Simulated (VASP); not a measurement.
# ZrWN2 (R-3m) in VASP: a series of runs

Runs on ZrWN2. Level: PBE. Tasks: single point.

Program: VASP 6.6.1. These are calculated values, not measurements. Logs are shortened: lines on timing, memory, paths and dates and some standing lists are left out, and cuts for length are marked.

## (1) The structure

It takes space group R-3m (No. 166, trigonal). The conventional cell has a = 3.181 Å, b = 3.181 Å, c = 15.157 Å, α = 90.00°, β = 90.00°, γ = 120.00°. Around Zr (site symmetry -3m) lie 6 N at 2.26 Å. W (site symmetry -3m) is surrounded by 6 N at 2.20 Å. N (site symmetry 3m) is surrounded by 3 W at 2.20 Å and 3 Zr at 2.26 Å.

The cell was built by a generator and needn't be a form met in nature.

## (2) Single point, PBE

INCAR

```
SYSTEM = ZrWN2
  PREC = Accurate
  ENCUT = 520
  EDIFF = 1E-6
  ISMEAR = 0
  SIGMA = 0.1
  LREAL = .False.
  LASPH = .True.
  NELM = 100
  ALGO = Fast
  ISIF = 2
  LWAVE = .False.
  LCHARG = .True.
  GGA = PE
  LELF = .True.
  LVHAR = .True.
  NBANDS = 26
```

KPOINTS

```
Automatic mesh
0
Gamma
  18 18 18
  0 0 0
```

POSCAR

```
ZrWN2
1.0
    1.5904694335      0.9182579556      5.0524079788
   -1.5904694335      0.9182579556      5.0524079788
    0.0000000000     -1.8365159111      5.0524079788
Zr W N
1 1 2
Direct
    0.5000000000      0.5000000000      0.5000000000
    0.0000000000      0.0000000000      0.0000000000
    0.7463057512      0.7463057512      0.7463057512
    0.2536942488      0.2536942488      0.2536942488
```

Potentials or basis: VASP PAW PBE potentials, release 64 (Zr_sv, W_sv, N).

Command:

```bash
$ cat potpaw_PBE.64/Zr_sv/POTCAR potpaw_PBE.64/W_sv/POTCAR potpaw_PBE.64/N/POTCAR > POTCAR
$ mpirun -np 1 vasp_std > vasp.out
```

OUTCAR:

```text
SYSTEM = ZrWN2
   PREC = Accurate
   ENCUT = 520
   EDIFF = 1E-6
   ISMEAR = 0
   LREAL = .False.
   LASPH = .True.
   NELM = 100
   ISIF = 2
   GGA = PE

 ion  position               nearest neighbor table
   1  0.500  0.500  0.500-   4 2.26   3 2.26   4 2.26   4 2.26   3 2.26   3 2.26   2 3.12   2 3.12
                             2 3.12   2 3.12   2 3.12   2 3.12
   2  0.000  0.000  0.000-   3 2.20   4 2.20   3 2.20   3 2.20   4 2.20   4 2.20   1 3.12   1 3.12
                             1 3.12   1 3.12   1 3.12   1 3.12
   3  0.746  0.746  0.746-   2 2.20   2 2.20   2 2.20   1 2.26   1 2.26   1 2.26
   4  0.254  0.254  0.254-   2 2.20   2 2.20   2 2.20   1 2.26   1 2.26   1 2.26

  LATTYP: Found a trigonal (rhomboedric) cell.
 ALAT       =     5.3758364071
 COS(alpha) =     0.8249393400

  Lattice vectors:

 A1 = (   1.5904694335,   0.9182579556,   5.0524079788)
 A2 = (  -1.5904694335,   0.9182579556,   5.0524079788)
 A3 = (   0.0000000000,  -1.8365159111,   5.0524079788)

Analysis of symmetry for initial positions (statically):
=====================================================================
 Subroutine PRICEL returns:
 Original cell was already a primitive cell.

 Routine SETGRP: Setting up the symmetry group for a
 trigonal (rhombohedral) supercell.

 Subroutine GETGRP returns: Found 12 space group operations
 (whereof 12 operations were pure point group operations)
 out of a pool of 12 trial point group operations.

The static configuration has the point symmetry D_3d.

Analysis of symmetry for dynamics (positions and initial velocities):
=====================================================================
 Subroutine PRICEL returns:
 Original cell was already a primitive cell.

 Routine SETGRP: Setting up the symmetry group for a
 trigonal (rhombohedral) supercell.

 Subroutine GETGRP returns: Found 12 space group operations
 (whereof 12 operations were pure point group operations)
 out of a pool of 12 trial point group operations.

The dynamic configuration has the point symmetry D_3d.

 Subroutine INISYM returns: Found 12 space group operations
 (whereof 12 operations are pure point group operations),
 and found     1 'primitive' translations

----------------------------------------------------------------------------------------

                                     Primitive cell

  volume of cell :      44.2731

  direct lattice vectors                    reciprocal lattice vectors
     1.590469434  0.918257956  5.052407979     0.314372593  0.181503101  0.065975142
    -1.590469434  0.918257956  5.052407979    -0.314372593  0.181503101  0.065975142
     0.000000000 -1.836515911  5.052407979     0.000000000 -0.363006202  0.065975142

  length of vectors
     5.375836407  5.375836407  5.375836407     0.368952873  0.368952873  0.368952873

  position of ions in fractional coordinates (direct lattice)
     0.500000000  0.500000000  0.500000000
     0.000000000  0.000000000  0.000000000
     0.746305751  0.746305751  0.746305751
     0.253694249  0.253694249  0.253694249

  ion indices of the primitive-cell ions
   primitive index   ion index
                 1           1
                 2           2
                 3           3
                 4           4

----------------------------------------------------------------------------------------

 KPOINTS: Automatic mesh

Automatic generation of k-mesh.
 Grid dimensions read from file:
 generate k-points for:   18   18   18

 Generating k-lattice:

  Cartesian coordinates                     Fractional coordinates (reciprocal lattice)
     0.017465144  0.010083506  0.003665286     0.055555556  0.000000000  0.000000000
    -0.017465144  0.010083506  0.003665286     0.000000000  0.055555556  0.000000000
     0.000000000 -0.020167011  0.003665286     0.000000000  0.000000000  0.055555556

  Length of vectors
     0.020497382  0.020497382  0.020497382

  Shift w.r.t. Gamma in fractional coordinates (k-lattice)
     0.000000000  0.000000000  0.000000000

 Subroutine IBZKPT returns following result:
 ===========================================

 Found    580 irreducible k-points:

 Following reciprocal coordinates:
            Coordinates               Weight
  0.000000  0.000000  0.000000      1.000000
  0.055556 -0.000000  0.000000      6.000000
  0.111111 -0.000000  0.000000      6.000000
  0.166667  0.000000  0.000000      6.000000
  0.222222  0.000000  0.000000      6.000000
  0.277778  0.000000  0.000000      6.000000
[... 16 lines left out ...]
 -0.277778  0.055556  0.000000     12.000000
 -0.222222  0.055556 -0.000000     12.000000
 [... further k-points ...]
   k-points           NKPTS =    580   k-points in BZ     NKDIM =    580   number of bands    NBANDS=     26
   number of dos      NEDOS =    301   number of ions     NIONS =      4
   total plane-waves  NPLWV =  64000
   dimension x,y,z NGX =    40 NGY =   40 NGZ =   40
   dimension x,y,z NGXF=    80 NGYF=   80 NGZF=   80
   ions per type =               1   1   2
   NGX,Y,Z   is equivalent  to a cutoff of  12.37, 12.37, 12.37 a.u.
   NGXF,Y,Z  is equivalent  to a cutoff of  24.74, 24.74, 24.74 a.u.
 SYSTEM =  ZrWN2
   PREC   = accura    normal or accurate (medium, high low for compatibility)
   ISTART =      0    job   : 0-new  1-cont  2-samecut
   ICHARG =      2    charge: 1-file 2-atom 10-const
   ISPIN  =      1    spin polarized calculation?
   LNONCOLLINEAR =      F non collinear calculations
   LSORBIT =      F    spin-orbit coupling
   LASPH  =      T    aspherical Exc in radial PAW
   ENCUT  =  520.0 eV  38.22 Ry    6.18 a.u.  10.00 10.00 10.00*2*pi/ulx,y,z
   NELM   =    100;   NELMIN=  2; NELMDL= -5     # of ELM steps
   EDIFF  = 0.1E-05   stopping-criterion for ELM
   LREAL  =      F    real-space projection
   EDIFFG = 0.1E-04   stopping-criterion for IOM
   NSW    =      0    number of steps for IOM
   IBRION =     -1    ionic relax: 0-MD 1-quasi-New 2-CG
   NFREE  =      0    steps in history (QN), initial steepest desc. (CG)
   ISIF   =      2    stress and relaxation
   ISYM   =      2    0-nonsym 1-usesym 2-fastsym
   POTIM  = 0.5000    time-step for ionic-motion
   TEBEG  =    0.0;   TEEND  =   0.0 temperature during run
   PSTRESS=    0.0 pullay stress
   NELECT =      36.0000    total number of electrons
   NUPDOWN=      -1.0000    fix difference up-down
   EMIN   =  10.00;   EMAX   =-10.00  energy-range for DOS
   EFERMI =   0.00;   METHOD = LEGACY
   ISMEAR =     0;   SIGMA  =   0.10  broadening in eV -4-tet -1-fermi 0-gaus
   EFERMI_NEDOS =   21; number of points for ismear=-14 and -15
   IALGO  =     68    algorithm
   IMIX   =      4    mixing-type and parameters
     AMIX     =   0.40;   BMIX     =  1.00
     AMIX_MAG =   1.60;   BMIX_MAG =  1.00
  volume/ion in A,a.u.               =      11.07        74.69
  Fermi-wavevector in a.u.,A,eV,Ry     =   1.528020  2.887540 31.767506  2.334846
  Thomas-Fermi vector in A             =   2.635836
   LORBIT       =      0    0 simple, 1 ext, 2 COOP (PROOUT), +10 PAW based schemes
   GGA     = PE    functional components
   LHFCALC =     F    Hartree Fock is set to
   AEXX    =    0.0000 exact exchange contribution
   IVDW    =     0    specifies the selected vdW correction
   LEPSILON=     F    determine dielectric tensor
   LRPA    =     F    only Hartree local field effects (RPA)
 non-spin polarized calculation
 RMM-DIIS sequential band-by-band and
 Gauss-broadening in eV      SIGMA  =   0.10
  energy-cutoff  :      520.00
  volume of cell :       44.27
 maximum number of plane-waves:      1209
   NGX = 19   NGY = 19   NGZ = 19

 number of electron      36.0000000 magnetization

 Free energy of the ion-electron system (eV)
  ---------------------------------------------------
  ext. energy  EPLUGINS =         0.00000000
  ---------------------------------------------------
  free energy    TOTEN  =       -41.30035572 eV

  energy without entropy =      -41.29083368  energy(sigma->0) =      -41.29559470

 E-fermi :  12.7217     XC(G=0): -13.2075

 val. band max:       12.7180633333   @ k =  -0.4444   0.5000   0.3333
 cond. band min:      12.7226512436   @ k =   0.4444   0.4444   0.1111
 fundamental gap:      0.0045879103
 Fermi energy:        12.7216919149

 k-point     1 :       0.0000    0.0000    0.0000
  band No.  band energies     occupation
      1     -62.8628      2.00000
      2     -37.1890      2.00000
      3     -27.1036      2.00000
      4     -26.9665      2.00000
      5     -26.9665      2.00000
      6     -15.5511      2.00000
[... 18 lines left out ...]
     25      15.4108      0.00000
     26      16.7444      0.00000

 k-point     2 :       0.0556   -0.0000    0.0000
  band No.  band energies     occupation
      1     -62.8622      2.00000
      2     -37.1855      2.00000
      3     -27.1014      2.00000
      4     -26.9774      2.00000
      5     -26.9690      2.00000
      6     -15.5446      2.00000
[... 18 lines left out ...]
     25      15.4761      0.00000
     26      17.0976      0.00000

 k-point     3 :       0.1111   -0.0000    0.0000
  band No.  band energies     occupation
      1     -62.8607      2.00000
      2     -37.1754      2.00000
      3     -27.0950      2.00000
      4     -27.0088      2.00000
      5     -26.9761      2.00000
      6     -15.5259      2.00000
[... 18 lines left out ...]
     25      15.9063      0.00000
     26      17.6885      0.00000

 k-point     4 :       0.1667    0.0000    0.0000
  band No.  band energies     occupation
      1     -62.8584      2.00000
      2     -37.1598      2.00000
      3     -27.0854      2.00000
      4     -27.0564      2.00000
      5     -26.9870      2.00000
      6     -15.4970      2.00000
[... 18 lines left out ...]
     25      16.8310      0.00000
     26      17.7972      0.00000
[... 496 lines left out ...]
      1     -62.8483      2.00000
      2     -37.0910      2.00000
      3     -27.2563      2.00000
      4     -27.0429      2.00000
      5     -27.0392      2.00000
      6     -15.7251      2.00000
[... 18 lines left out ...]
     25      17.3319      0.00000
     26      18.3760      0.00000

 k-point    23 :      -0.2778    0.0556    0.0000
  band No.  band energies     occupation
      1     -62.8509      2.00000
      2     -37.1086      2.00000
      3     -27.2059      2.00000
      4     -27.0535      2.00000
      5     -27.0265      2.00000
      6     -15.5835      2.00000
[... 18 lines left out ...]
     25      16.9979      0.00000
     26      19.5609      0.00000

 k-point    24 :      -0.2222    0.0556   -0.0000
  band No.  band energies     occupation
      1     -62.8538      2.00000
      2     -37.1286      2.00000
      3     -27.1479      2.00000
      4     -27.0659      2.00000
      5     -27.0117      2.00000
      6     -15.4466      2.00000
[... 18 lines left out ...]
     25      17.1041      0.00000
     26      18.5923      0.00000

 [... further k-points ...]

------------------------ aborting loop because EDIFF is reached ----------------------------------------

  FORCE on cell =-STRESS in cart. coord.  units (eV):
  Direction    XX          YY          ZZ          XY          YZ          ZX
  --------------------------------------------------------------------------------------
  -------------------------------------------------------------------------------------
  Total        0.1948462      0.1948462      0.1821577      0.0000000      0.0000000      0.0000000
  in kB        7.0511963      7.0511963      6.5920204      0.0000000      0.0000000      0.0000000
  external PRESSURE =       6.8981377 kB  Pullay stress =       0.0000000 kB

 VOLUME and BASIS-vectors are now :
 -----------------------------------------------------------------------------
  energy-cutoff  :      520.00
  volume of cell :       44.27
      direct lattice vectors                 reciprocal lattice vectors
     1.590469434  0.918257956  5.052407979     0.314372593  0.181503101  0.065975142
    -1.590469434  0.918257956  5.052407979    -0.314372593  0.181503101  0.065975142
     0.000000000 -1.836515911  5.052407979     0.000000000 -0.363006202  0.065975142

 POSITION                                       TOTAL-FORCE (eV/Angst)
 -----------------------------------------------------------------------------------
      0.00000      0.00000      7.57861         0.000000      0.000000      0.000000
      0.00000      0.00000      0.00000         0.000000     -0.000000      0.000000
      0.00000      0.00000     11.31192        -0.000000      0.000000      0.039192
      0.00000      0.00000      3.84530        -0.000000     -0.000000     -0.039192
 -----------------------------------------------------------------------------------
    total drift:                                0.000000     -0.000000      0.000000

  FREE ENERGIE OF THE ION-ELECTRON SYSTEM (eV)
  ---------------------------------------------------
  free  energy   TOTEN  =       -41.3003557221 eV

  energy  without entropy=      -41.2908336752  energy(sigma->0) =      -41.29559470
```

Wall time 28 min (1 thread of Intel Xeon 6975P-C (Granite Rapids), shared host); peak memory 0.8 GiB.

What came out:

- Free energy: -41.3004 eV
- Pressure: 0.7 GPa
- Largest force: 0.039 eV/Å
- Band gap on the k mesh: none (metal or under the smearing width)

Forces on the atoms (eV/Å):
```
Zr   0.000  0.000  0.000
W    0.000  0.000  0.000
N    0.000  0.000  0.039
N    0.000  0.000 -0.039
```

Spin-orbit coupling is left out, which matters for the levels of W.

## (3) Single point, PBE

This run uses another cell than the first one, of 11.22 Å³/atom, 1.014 times its volume.

INCAR

```
PREC = Accurate ; ENCUT = 520
EDIFF = 1E-6 ; ISMEAR = 0
SIGMA = 0.1 ; LREAL = F
LASPH = T ; NELM = 100
ALGO = Normal ; ISIF = 2
LWAVE = F ; LCHARG = T
GGA = PE ; LELF = T
LVHAR = T ; NBANDS = 26
```

KPOINTS

```
regular mesh
0
Gamma
  6 6 6
```

POSCAR

```
ZrWN2
1.0
    1.5801434300      0.9122962300      5.1902600100
   -1.5801434300      0.9122962300      5.1902600100
    0.0000000000     -1.8245924700      5.1902600100
Zr W N
1 1 2
Direct
    0.5000000000      0.5000000000      0.5000000000
    0.0000000000      0.0000000000      0.0000000000
    0.7384101600      0.7384101600      0.7384101600
    0.2615898400      0.2615898400      0.2615898400
```

Potentials or basis: VASP PAW PBE potentials, release 64 (Zr_sv, W_sv, N).

Command:

```bash
$ cat potpaw_PBE.64/Zr_sv/POTCAR potpaw_PBE.64/W_sv/POTCAR potpaw_PBE.64/N/POTCAR > POTCAR
$ mpirun -np 1 vasp_std > vasp.out
```

It took 48 s on 1 thread of Intel Xeon 6975P-C (Granite Rapids), shared host; peak memory 0.27 GiB.

The run converged. Its results:

```
Free energy            : -41.0963 eV
Pressure               : -0.8 GPa
Largest force          : 1.381 eV/Å
Band gap on the k mesh : none (metal or under the smearing width)
```

Forces on the atoms (eV/Å):
```
Zr   0.000  0.000  0.000
W    0.000  0.000  0.000
N    0.000  0.000  1.381
N    0.000  0.000 -1.381
```

Stress tensor (GPa, compression positive):
```
 0.71  0.00  0.00
 0.00  0.71  0.00
 0.00  0.00 -3.76
```

Levels at points of the mesh, in eV from the Fermi level:
```
           k point  band 14  band 15  band 16  band 17  band 18  band 19  band 20  band 21  band 22  band 23
(0.00, 0.00, 0.00)    -3.40    -3.39    -3.39    -2.07    -2.07    -1.81     0.32     0.32     1.11     2.15
(0.50, 0.00, 0.00)    -6.13    -6.12    -5.36    -1.85    -1.57     0.75     0.85     3.43     3.57     4.49
(0.50, 0.50, 0.00)    -6.05    -4.66    -4.29    -4.05     0.54     0.79     1.67     2.32     3.70     3.99
(0.50, 0.50, 0.50)    -6.10    -4.70    -4.70    -1.39    -1.39    -0.78    -0.50     0.70     0.70     3.52
```

Caveat: the k mesh is coarse (spacing up to 0.39 Å⁻¹), so the values aren't converged; forces of over 1 eV/Å show positions far from the minimum, so gaps and moduli don't describe the material at rest.
